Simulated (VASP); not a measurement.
Given:

```xyz
3
Lattice="1.7801 -3.0833 0.0000 1.7801 3.0833 0.0000 0.0000 0.0000 5.6013" Properties=species:S:1:pos:R:3 pbc="T T T"
Zr     0.0000     0.0000     0.0000
S      1.7801     1.0278     1.4303
S      1.7801    -1.0278     4.1710
```

These are PBE GGA with D3 dispersion (Becke-Johnson damping), VASP's PBE PAW potentials (set 64) (plane waves; VASP 6.6.1) values and carry that method's errors. Run with 520 eV cut-off, 7×7×4 Γ-centred mesh, Gaussian smearing of 0.050 eV, potentials Zr_sv S.

Task: The ions and cell shape at fixed volume are relaxed. Predict the relaxed structure.

Result: 
```xyz
3
Lattice="1.7953 -3.1095 0.0000 1.7953 3.1095 0.0000 0.0000 0.0000 5.5073" Properties=species:S:1:pos:R:3 pbc="T T T"
Zr     0.0000     0.0000     0.0000
S      1.7953     1.0365     1.4689
S      1.7953    -1.0365     4.0384
```
Space group P-3m1 (164), at a tolerance of 0.03 Å.

Task: How much energy does the relaxation gain?

Result: The energy (σ→0) changes by -17.2 meV/atom, in 5 ionic steps.

The compound is ZrS2 in the 1T layered structure. This cell is one point of a volume scan, at 0.94 of the reference volume. Symmetry was kept, so distortions that lower it aren't found.
